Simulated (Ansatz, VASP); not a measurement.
# Cross-check of In2Se between VASP and Ansatz, part 2 of 2

Wanted: the spread between two codes on one cell, functional and k mesh. The cell is generated by rule, not measured, and may not be a known phase. The cell is taken from a series of runs on this material, whose earlier steps may have relaxed, scaled, displaced or heated it; both programs get it as it stands.

VASP 6.6.1 and Ansatz 0.2.0.

So far. Step 2 (VASP: single point, PBEsol, pair 1): The run ends at a pressure of -0.62 GPa, with forces up to 0.49 eV/Å. Step 3 (Ansatz: single point, PBEsol, pair 1): The run ends at a pressure of -0.61 GPa, with forces up to 0.49 eV/Å.

The structure was built from a prototype and need not be the compound's stable phase.

## (5) Ansatz: single point, PBEsol, pair 2

Level of this step: Ansatz beside VASP: Kohn-Sham DFT, plane waves, PBEsol (Ansatz).

A single point gives forces, pressure and levels at one fixed geometry, so differences don't come from the geometry; what else differs is listed under the comparison.

The cell is taken from a series of runs on this material, whose earlier steps may have relaxed, scaled, displaced or heated it; both programs get it as it stands.

The input, input.yaml:

```yaml
crystal:
  lattice:
    - [-6.6284302234, 0.0, 0.0]
    - [0.0, -6.6284302234, -6.6284302234]
    - [0.0, -6.6284302234, 6.6284302234]
  atoms:
    - { symbol: Se, position: [0.0, 0.4758615548, 0.4758615548] }
    - { symbol: Se, position: [0.0, 0.0241384452, 0.0241384452] }
    - { symbol: Se, position: [0.5, 0.0241384452, 0.4758615548] }
    - { symbol: Se, position: [0.5, 0.4758615548, 0.0241384452] }
    - { symbol: In, position: [0.75, 0.25, 0.5175941059] }
    - { symbol: In, position: [0.75, 0.75, -0.0175941059] }
    - { symbol: In, position: [0.25, -0.0175941059, 0.25] }
    - { symbol: In, position: [0.25, 0.5175941059, 0.75] }
    - { symbol: In, position: [0.25, -0.0175941059, 0.75] }
    - { symbol: In, position: [0.25, 0.5175941059, 0.25] }
    - { symbol: In, position: [0.75, 0.75, 0.5175941059] }
    - { symbol: In, position: [0.75, 0.25, -0.0175941059] }
kpoints:
  mp_grid: { grid: [6, 4, 4] }
hamiltonian:
  xc: pbesol
scf:
  occupations: { method: methfessel_paxton, width: 0.2 }
output:
  forces: true
  stress: true
  eigenvalues: true
```

The run is started by

```bash
> ansatz run input.yaml --threads 8 --pin off --max-ram 14336MiB --backend cpu --events-out ev --progress --plain --runs-dir out
```

Numbers of over 12 decimals in the logs are rounded to 6 here.

The program printed:

```text
[...]
Crystal: 12 atoms, lattice volume = 582.455 Å³
Basis set: ecut = 420 eV, 11407 PW (Γ), exchange–correlation on 90×128×128 points (8 copies of the dense FFT grid, shifted against one another)
Bands: 101, of which v1, the nominal top of the filled ones, is band 84 counted from 1 (83 counted from 0)
Symmetry: 8 space group operations
[...]
k-points: 24 of 96
[...]
k-point 0: bands = [... 80 lower, 2.1790, 2.9247, 3.1438, 3.1438, 3.3503, 3.9608, 4.1020, 4.6640, ... 13 higher]
  k-point 1: bands = [... 80 lower, 2.2121, 2.9530, 2.9802, 3.0650, 3.4894, 3.8837, 4.0239, 4.1871, ... 13 higher]
  k-point 2: bands = [... 80 lower, 2.3650, 2.6047, 2.7909, 3.4588, 3.5374, 3.6223, 3.8062, 4.0828, ... 13 higher]
  k-point 23: bands = [... 80 lower, 2.0191, 2.7389, 2.7389, 3.4122, 3.9574, 4.0979, 4.0979, 4.6653, ... 13 higher]
[key lines of the parts left out:]
SCF converged after 9 iterations
Free energy (F): -65894.942872 eV
Fermi energy:    3.513023 eV
P = ⅓ Tr σ = -1.0563 GPa (-10.563 kbar)
```

The run ends at a pressure of -1.06 GPa, with forces up to 0.64 eV/Å.

## (6) VASP: single point, PBEsol, pair 2

The same cell, functional, mesh and smearing now go to VASP, with its own data sets.

The input, INCAR:

```
SYSTEM = In2Se
PREC = Accurate
ENCUT = 500
EDIFF = 1E-06
NELM = 120
ISMEAR = 1
SIGMA = 0.2
LREAL = .FALSE.
ALGO = Normal
GGA = PS
NBANDS = 79
LORBIT = 11
LWAVE = .FALSE.
LCHARG = .FALSE.
ISIF = 2
LASPH = .TRUE.
GGA_COMPAT = .FALSE.
KPAR = 2
```

The input, POSCAR:

```
In2Se
1.0
   -6.6284302234      0.0000000000      0.0000000000
    0.0000000000     -6.6284302234     -6.6284302234
    0.0000000000     -6.6284302234      6.6284302234
Se In
4 8
Direct
    0.0000000000      0.4758615548      0.4758615548
    0.0000000000      0.0241384452      0.0241384452
    0.5000000000      0.0241384452      0.4758615548
    0.5000000000      0.4758615548      0.0241384452
    0.7500000000      0.2500000000      0.5175941059
    0.7500000000      0.7500000000      0.9824058941
    0.2500000000      0.9824058941      0.2500000000
    0.2500000000      0.5175941059      0.7500000000
    0.2500000000      0.9824058941      0.7500000000
    0.2500000000      0.5175941059      0.2500000000
    0.7500000000      0.7500000000      0.5175941059
    0.7500000000      0.2500000000      0.9824058941
```

The input, KPOINTS:

```
Automatic mesh
0
Gamma
6 4 4
0 0 0
```

PAW data sets: Se and In_d (PBE family, release 64).

The run is started by

```bash
> mpirun -np 2 vasp_std
```

The program printed:

```text
[banner, memory and clock lines left out]
running    2 mpi-ranks, on    1 nodes
[...]
[... a notice as in an earlier step ...]

 LDA part: xc-table for (Slater+PW92), standard interpolation
 POSCAR, INCAR and KPOINTS ok, starting setup
[...]
entering main loop
       N       E                     dE             d eps       ncg     rms          rms(c)
DAV:   1     0.120784820906E+04    0.12078E+04   -0.53970E+04  3792   0.158E+03
DAV:   2     0.140466036400E+03   -0.10674E+04   -0.10375E+04  3808   0.414E+02
DAV:   3    -0.214134963951E+02   -0.16188E+03   -0.15392E+03  4481   0.183E+02
DAV:   4    -0.364959861284E+02   -0.15082E+02   -0.14494E+02  4441   0.526E+01
[...]
DAV:  14    -0.341570183388E+02   -0.10015E-04   -0.12203E-05  4349   0.163E-02    0.491E-03
DAV:  15    -0.341570209388E+02   -0.25999E-05   -0.46353E-06  3418   0.151E-02    0.345E-03
DAV:  16    -0.341570212124E+02   -0.27363E-06   -0.52418E-07  2724   0.532E-03
   1 F= -.34157021E+02 E0= -.34148185E+02  d E =-.265072E-01
```

From OUTCAR (step 6):

```text
  Total       -3.8614467     -3.8635012     -3.8635012      0.0000000      0.0000000     -0.0000000
  in kB      -10.6218110    -10.6274623    -10.6274623      0.0000000      0.0000000     -0.0000000
  external PRESSURE =     -10.6255785 kB  Pullay stress =       0.0000000 kB

 POSITION                                       TOTAL-FORCE (eV/Angst)
 -----------------------------------------------------------------------------------
      0.00000     -6.30843      0.00000        -0.000000      0.410604      0.000000
      0.00000     -0.32000      0.00000        -0.000000     -0.410604      0.000000
     -3.31422     -3.31422      2.99422         0.000000     -0.000000     -0.410604
     -3.31422     -3.31422     -2.99422         0.000000     -0.000000      0.410604
     -4.97132     -5.08794      1.77373         0.000000     -0.450675      0.450675
     -4.97132    -11.48313      1.54049         0.000000      0.191289     -0.191289
     -1.65711     -8.16892     -4.85470         0.000000      0.450675      0.450675
     -1.65711     -8.40216      1.54049         0.000000     -0.191289     -0.191289
     -1.65711    -11.48313     -1.54049         0.000000      0.191289      0.191289
     -1.65711     -5.08794     -1.77373         0.000000     -0.450675     -0.450675
     -4.97132     -8.40216     -1.54049         0.000000     -0.191289      0.191289
     -4.97132     -8.16892      4.85470         0.000000      0.450675     -0.450675
 -----------------------------------------------------------------------------------
    total drift:                               -0.000000      0.000000     -0.000000

  FREE ENERGIE OF THE ION-ELECTRON SYSTEM (eV)
  ---------------------------------------------------
  free  energy   TOTEN  =       -34.1570212124 eV

  energy  without entropy=      -34.1305139962  energy(sigma->0) =      -34.14818547

[... 2 parts as in an earlier step ...]

[... 1 further part left out ...]
[key lines of the parts left out:]
E-fermi :   1.7370
```

The run ends at a pressure of -1.06 GPa, with forces up to 0.64 eV/Å.

## (7) Comparison

What differs besides the data sets and the points named for the pairs above, as far as they apply: the data sets hold 168 valence electrons in Ansatz (on its default PAW (the set named soft_2) files) and 128 in VASP. Total energies have different zeros and are not compared.

Compared:

| quantity | Ansatz | VASP | difference |
| --- | --- | --- | --- |
| pressure (GPa) | -1.06 | -1.06 | +0.01 |

Forces on 7 of the 12 atoms, those with the largest forces and the largest differences (eV/Å; atoms numbered as in POSCAR):

| atom | Ansatz x, y, z | VASP x, y, z |
| --- | --- | --- |
| Se1 | 0.000, 0.410, 0.000 | 0.000, 0.411, 0.000 |
| Se3 | 0.000, 0.000, -0.410 | 0.000, 0.000, -0.411 |
| Se4 | 0.000, 0.000, 0.410 | 0.000, 0.000, 0.411 |
| In5 | 0.000, -0.450, 0.450 | 0.000, -0.451, 0.451 |
| In7 | 0.000, 0.450, 0.450 | 0.000, 0.451, 0.451 |
| In10 | 0.000, -0.450, -0.450 | 0.000, -0.451, -0.451 |
| In12 | 0.000, 0.450, -0.450 | 0.000, 0.451, -0.451 |

The forces differ by 0.2 meV/Å r.m.s., which is 0.1 % of the r.m.s. force of 0.268 eV/Å (both taken over all components).

## (8) Ansatz: single point, PBEsol, pair 3

A single point gives forces, pressure and levels at one fixed geometry, so differences don't come from the geometry; what else differs is listed under the comparison.

The cell is taken from a series of runs on this material, whose earlier steps may have relaxed, scaled, displaced or heated it; both programs get it as it stands.

The input, input.yaml:

```yaml
crystal:
  lattice:
    - [-6.6284302234, 0.0, 0.0]
    - [0.0, -6.6284302234, -6.6284302234]
    - [0.0, -6.6284302234, 6.6284302234]
  atoms:
    - { symbol: Se, position: [0.0, 0.4660553114, 0.4660553114] }
    - { symbol: Se, position: [0.0, 0.0339446886, 0.0339446886] }
    - { symbol: Se, position: [0.5, 0.0339446886, 0.4660553114] }
    - { symbol: Se, position: [0.5, 0.4660553114, 0.0339446886] }
    - { symbol: In, position: [0.75, 0.25, 0.5247417115] }
    - { symbol: In, position: [0.75, 0.75, -0.0247417115] }
    - { symbol: In, position: [0.25, -0.0247417115, 0.25] }
    - { symbol: In, position: [0.25, 0.5247417115, 0.75] }
    - { symbol: In, position: [0.25, -0.0247417115, 0.75] }
    - { symbol: In, position: [0.25, 0.5247417115, 0.25] }
    - { symbol: In, position: [0.75, 0.75, 0.5247417115] }
    - { symbol: In, position: [0.75, 0.25, -0.0247417115] }
kpoints:
  mp_grid: { grid: [6, 4, 4] }
hamiltonian:
  xc: pbesol
scf:
  occupations: { method: methfessel_paxton, width: 0.2 }
output:
  forces: true
  stress: true
  eigenvalues: true
```

The run is started by

```bash
> ansatz run input.yaml --threads 8 --pin off --max-ram 14336MiB --backend cpu --events-out ev --progress --plain --runs-dir out
```

The program printed:

```text
[...]
Crystal: 12 atoms, lattice volume = 582.455 Å³
Basis set: ecut = 420 eV, 11407 PW (Γ), exchange–correlation on 90×128×128 points (8 copies of the dense FFT grid, shifted against one another)
Bands: 101, of which v1, the nominal top of the filled ones, is band 84 counted from 1 (83 counted from 0)
Symmetry: 8 space group operations
[...]
k-points: 24 of 96
[...]
k-point 0: bands = [... 80 lower, 1.8990, 2.9025, 3.0112, 3.0112, 3.4242, 3.8307, 4.3305, 4.7493, ... 13 higher]
  k-point 1: bands = [... 80 lower, 1.9333, 2.7762, 2.8618, 3.0438, 3.5672, 3.8452, 4.1702, 4.2224, ... 13 higher]
  k-point 2: bands = [... 80 lower, 2.0813, 2.5150, 2.6158, 3.3973, 3.5746, 3.6990, 3.9448, 4.0448, ... 13 higher]
  k-point 23: bands = [... 80 lower, 1.7659, 2.7123, 2.7123, 3.3537, 3.9362, 3.9362, 4.0297, 4.5835, ... 13 higher]
[key lines of the parts left out:]
SCF converged after 9 iterations
Free energy (F): -65895.402925 eV
Fermi energy:    3.499227 eV
P = ⅓ Tr σ = -1.4275 GPa (-14.275 kbar)
```

The run ends at a pressure of -1.43 GPa, with forces up to 0.74 eV/Å.

## (9) VASP: single point, PBEsol, pair 3

The same cell, functional, mesh and smearing now go to VASP, with its own data sets.

INCAR is that of step 6.

The input, POSCAR:

```
In2Se
1.0
   -6.6284302234      0.0000000000      0.0000000000
    0.0000000000     -6.6284302234     -6.6284302234
    0.0000000000     -6.6284302234      6.6284302234
Se In
4 8
Direct
    0.0000000000      0.4660553114      0.4660553114
    0.0000000000      0.0339446886      0.0339446886
    0.5000000000      0.0339446886      0.4660553114
    0.5000000000      0.4660553114      0.0339446886
    0.7500000000      0.2500000000      0.5247417115
    0.7500000000      0.7500000000      0.9752582885
    0.2500000000      0.9752582885      0.2500000000
    0.2500000000      0.5247417115      0.7500000000
    0.2500000000      0.9752582885      0.7500000000
    0.2500000000      0.5247417115      0.2500000000
    0.7500000000      0.7500000000      0.5247417115
    0.7500000000      0.2500000000      0.9752582885
```

KPOINTS is that of step 6.

The run is started by

```bash
> mpirun -np 2 vasp_std
```

The program printed:

```text
[... set-up lines as in an earlier step ...]
 entering main loop
       N       E                     dE             d eps       ncg     rms          rms(c)
DAV:   1     0.120807601611E+04    0.12081E+04   -0.53888E+04  3792   0.158E+03
DAV:   2     0.139021338598E+03   -0.10691E+04   -0.10386E+04  3840   0.415E+02
DAV:   3    -0.222758585701E+02   -0.16130E+03   -0.15435E+03  4453   0.183E+02
DAV:   4    -0.366050540570E+02   -0.14329E+02   -0.13850E+02  4457   0.524E+01
[...]
DAV:  13    -0.346168505264E+02   -0.26579E-04   -0.23320E-05  4249   0.171E-02    0.933E-03
DAV:  14    -0.346168618630E+02   -0.11337E-04   -0.14078E-05  3112   0.105E-02    0.272E-03
DAV:  15    -0.346168627442E+02   -0.88121E-06   -0.20831E-06  3346   0.711E-03
   1 F= -.34616863E+02 E0= -.34609935E+02  d E =-.207817E-01
```

From OUTCAR (step 9):

```text
  Total       -5.1737987     -5.2102542     -5.2102542     -0.0000000      0.0000000     -0.0000000
  in kB      -14.2317414    -14.3320209    -14.3320209     -0.0000000      0.0000000     -0.0000000
  external PRESSURE =     -14.2985944 kB  Pullay stress =       0.0000000 kB

 POSITION                                       TOTAL-FORCE (eV/Angst)
 -----------------------------------------------------------------------------------
      0.00000     -6.17843      0.00000        -0.000000      0.304389      0.000000
      0.00000     -0.45000      0.00000        -0.000000     -0.304389      0.000000
     -3.31422     -3.31422      2.86422         0.000000      0.000000     -0.304389
     -3.31422     -3.31422     -2.86422         0.000000      0.000000      0.304389
     -4.97132     -5.13532      1.82111        -0.000000     -0.525891      0.525891
     -4.97132    -11.43575      1.49311        -0.000000      0.179640     -0.179640
     -1.65711     -8.12154     -4.80732        -0.000000      0.525891      0.525891
     -1.65711     -8.44954      1.49311        -0.000000     -0.179640     -0.179640
     -1.65711    -11.43575     -1.49311        -0.000000      0.179640      0.179640
     -1.65711     -5.13532     -1.82111        -0.000000     -0.525891     -0.525891
     -4.97132     -8.44954     -1.49311        -0.000000     -0.179640      0.179640
     -4.97132     -8.12154      4.80732        -0.000000      0.525891     -0.525891
 -----------------------------------------------------------------------------------
    total drift:                               -0.000000     -0.000000      0.000000

  FREE ENERGIE OF THE ION-ELECTRON SYSTEM (eV)
  ---------------------------------------------------
  free  energy   TOTEN  =       -34.6168627442 eV

  energy  without entropy=      -34.5960809973  energy(sigma->0) =      -34.60993550

[... 2 parts as in an earlier step ...]

[... 1 further part left out ...]
[key lines of the parts left out:]
E-fermi :   1.7238
```

The run ends at a pressure of -1.43 GPa, with forces up to 0.74 eV/Å.

## (10) Comparison

What differs besides the data sets and the points named for the pairs above, as far as they apply: the data sets hold 168 valence electrons in Ansatz (on its default PAW (the set named soft_2) files) and 128 in VASP. Total energies have different zeros and are not compared.

Compared:

| quantity | Ansatz | VASP | difference |
| --- | --- | --- | --- |
| pressure (GPa) | -1.43 | -1.43 | 0.00 |

Forces on 7 of the 12 atoms, those with the largest forces and the largest differences (eV/Å; atoms numbered as in POSCAR):

| atom | Ansatz x, y, z | VASP x, y, z |
| --- | --- | --- |
| Se1 | 0.000, 0.306, 0.000 | 0.000, 0.304, 0.000 |
| Se3 | 0.000, 0.000, -0.306 | 0.000, 0.000, -0.304 |
| Se4 | 0.000, 0.000, 0.306 | 0.000, 0.000, 0.304 |
| In5 | 0.000, -0.524, 0.524 | 0.000, -0.526, 0.526 |
| In7 | 0.000, 0.524, 0.524 | 0.000, 0.526, 0.526 |
| In10 | 0.000, -0.524, -0.524 | 0.000, -0.526, -0.526 |
| In12 | 0.000, 0.524, -0.524 | 0.000, 0.526, -0.526 |

The forces differ by 1.0 meV/Å r.m.s., which is 0.4 % of the r.m.s. force of 0.281 eV/Å (both taken over all components).

## (11) Outcome

```yaml
r_m_s_force_difference_single_point_pbesol_pair_1: 0.12 % of the r.m.s. force
r_m_s_force_difference_single_point_pbesol_pair_2: 0.086 % of the r.m.s. force
r_m_s_force_difference_single_point_pbesol_pair_3: 0.36 % of the r.m.s. force
```

The r.m.s. force difference is 0.36 % of the r.m.s. force (single point, PBEsol, pair 3), within the 3 % picked in this series as the mark of a large difference. The data sets hold unlike numbers of valence electrons (168 in Ansatz and 128 in VASP), so part of the differences comes from the potentials. Such differences can come from data sets, numerical settings and the points named under the comparisons, not from the functional's error against experiment.

[Lines on the potential files, build, host, timing and source positions are cut from VASP's logs without a mark.]

[Logs are printed without paths, hosts, clocks, repeated set-up lines and the standing remarks that a program may print on its own settings, such as how far it seeks lower states.]

[Hosts, paths, dates, database ids (printed as entryN), source tags and the programs' standing remarks are cut or masked in the printed files.]
